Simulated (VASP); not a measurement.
Given:

```
CELL_PARAMETERS angstrom
      4.29286     0.00000     0.00000
      0.00000     4.29286     0.00000
      0.00000     0.00000     2.73147
ATOMIC_POSITIONS crystal
  Si 0.50000 0.50000 0.50000
  Si 0.00000 0.00000 0.00000
  O  0.69316 0.69316 0.00000
  O  0.30684 0.30684 0.00000
  O  0.80684 0.19316 0.50000
  O  0.19316 0.80684 0.50000
```

Method: PBE GGA, VASP's PBE PAW potentials (set 64) (plane waves; VASP). Run with 400 eV cut-off, 8×8×12 Γ-centred mesh, Gaussian smearing of 0.010 eV, potentials Si O.

Problem. Give the energies of bands 6 to 19 at the high-symmetry points, in eV from the valence-band maximum.

Solution. 
```tsv
band	Γ	X	M	Z	R	A
6	-6.01	-8.82	-7.57	-9.14	-9.01	-10.23
7	-6.01	-4.33	-5.57	-6.47	-7.62	-7.56
8	-5.60	-4.33	-5.57	-6.47	-7.62	-7.56
9	-5.07	-4.22	-3.85	-5.96	-6.14	-4.35
10	-4.76	-4.22	-3.85	-5.96	-6.14	-4.35
11	-2.92	-3.53	-3.04	-4.33	-3.63	-4.22
12	-2.92	-3.53	-3.04	-4.33	-3.63	-4.22
13	-2.47	-2.54	-2.47	-2.70	-2.12	-1.65
14	-0.83	-2.54	-2.47	-2.70	-2.12	-1.65
15	-0.83	-1.00	-2.04	-2.42	-1.57	-1.39
16	0.00	-1.00	-2.04	-2.42	-1.57	-1.39
17	4.30	6.72	6.50	8.08	7.96	6.30
18	6.39	6.72	6.50	8.08	7.96	6.30
19	7.91	8.55	9.37	11.76	8.99	10.38
```

The gap is direct, 4.30 eV, from the valence maximum at Γ to the conduction minimum at Γ.

The structure comes from a computed database's SiO2 entry; how it stands against other phases isn't given here. The cell was not relaxed at this level.
